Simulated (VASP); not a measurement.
Level of theory: r2SCAN+rVV10, VASP's PBE PAW potentials (set 64) (plane waves; VASP).

VASP ran on this input.

INCAR:
```
SYSTEM  =  TiAl
PREC  =  Accurate; ENCUT  =  400; LREAL  =  .FALSE.
LASPH  =  .TRUE.
EDIFF  =  1E-6; NELM  =  100; ALGO  =  Normal
LMAXMIX  =  4; LMIXTAU  =  .TRUE.
ISMEAR  =  1; SIGMA  =  0.1
METAGGA  =  R2SCAN; LUSE_VDW  =  .TRUE.; BPARAM  =  11.95
CPARAM  =  0.0093
IBRION  =  2; NSW  =  60; ISIF  =  3
EDIFFG  =  -0.01
LWAVE  =  .FALSE.; LCHARG  =  .FALSE.
```

KPOINTS:
```
Regular mesh
0
gamma
 12 12 8
```

### POSCAR
```
TiAl
1
    2.8416290000     0.0000000000     0.0000000000
    0.0000000000     2.8416290000     0.0000000000
    0.0000000000     0.0000000000     4.0654200000
Al Ti
1 1
Direct
  0.5000000000   0.5000000000   0.5000000000
  0.0000000000   0.0000000000   0.0000000000
```

POTCAR, in this order: Al Ti_sv (PBE.64 set). Program: vasp_std.

Task: What will the output report for the number of irreducible k-points (NKPTS), number of bands (NBANDS), largest plane-wave count, number of space-group operations, FFT grid (NGX, NGY, NGZ)?

Result: 
```
Item                                          Result
--------------------------------------  ------------
number of irreducible k-points (NKPTS)           140
number of bands (NBANDS)                          11
largest plane-wave count                         610
number of space-group operations                  16
FFT grid (NGX, NGY, NGZ)                20 × 20 × 28
```

The structure comes from a measured TiAl entry (P4/mmm) of the Crystallography Open Database, whose conditions weren't checked. This run relaxes it. Symmetry was kept, so distortions that lower it aren't found. The electron count is odd and the run is not spin-polarised, which forces a metal.
